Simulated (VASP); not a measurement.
Consider the following.

```yaml
crystal:
  lattice:
    - [1.67030, -2.89304, 0.00000]
    - [1.67030, 2.89304, 0.00000]
    - [0.00000, 0.00000, 17.59618]
  atoms:
    - { symbol: W, position: [0.33333, 0.66667, 0.25000] }
    - { symbol: W, position: [0.66667, 0.33333, 0.75000] }
    - { symbol: Se, position: [0.33333, 0.66667, 0.84556] }
    - { symbol: Se, position: [0.66667, 0.33333, 0.34556] }
    - { symbol: Se, position: [0.66667, 0.33333, 0.15444] }
    - { symbol: Se, position: [0.33333, 0.66667, 0.65444] }
```

Method: revPBE GGA, VASP's PBE PAW potentials (set 64) (plane waves; VASP). Run with 520 eV cut-off, Gaussian smearing of 0.050 eV, potentials W_sv Se.

Without a dispersion term in the relaxation, distances and binding between the weakly bound layers, chains or molecules are unreliable, and so is what depends on them. Unless said otherwise, spin-orbit coupling is left out, though it shifts the bands of the heavy elements here.

Give the energies of bands 17 to 30 at the high-symmetry points, in eV from the valence-band maximum.

| band | Γ | M | K | A | L | H |
|---|---|---|---|---|---|---|
| 17 | -2.34 | -4.12 | -4.26 | -2.34 | -4.11 | -4.26 |
| 18 | -2.34 | -4.11 | -4.25 | -2.34 | -4.11 | -4.26 |
| 19 | -2.20 | -2.95 | -3.72 | -2.10 | -2.95 | -3.72 |
| 20 | -2.00 | -2.95 | -3.72 | -2.10 | -2.95 | -3.72 |
| 21 | -1.26 | -2.11 | -3.23 | -1.26 | -2.11 | -3.23 |
| 22 | -1.26 | -2.11 | -3.23 | -1.26 | -2.11 | -3.23 |
| 23 | -1.26 | -0.99 | -2.32 | -1.26 | -0.99 | -2.32 |
| 24 | -1.26 | -0.99 | -2.32 | -1.26 | -0.99 | -2.32 |
| 25 | -0.36 | -0.97 | -0.01 | -0.28 | -0.97 | 0.00 |
| 26 | -0.21 | -0.97 | 0.00 | -0.28 | -0.97 | 0.00 |
| 27 | 2.83 | 2.28 | 1.49 | 2.83 | 2.28 | 1.49 |
| 28 | 2.83 | 2.28 | 1.49 | 2.83 | 2.28 | 1.49 |
| 29 | 2.83 | 2.65 | 2.80 | 2.83 | 2.65 | 2.83 |
| 30 | 2.85 | 2.67 | 2.86 | 2.86 | 2.65 | 2.83 |

The gap is direct, 1.49 eV, from the valence maximum at K to the conduction minimum at K.

The compound is WSe2 in the 2H layered structure. It was relaxed first, which changed the volume by +41 %.
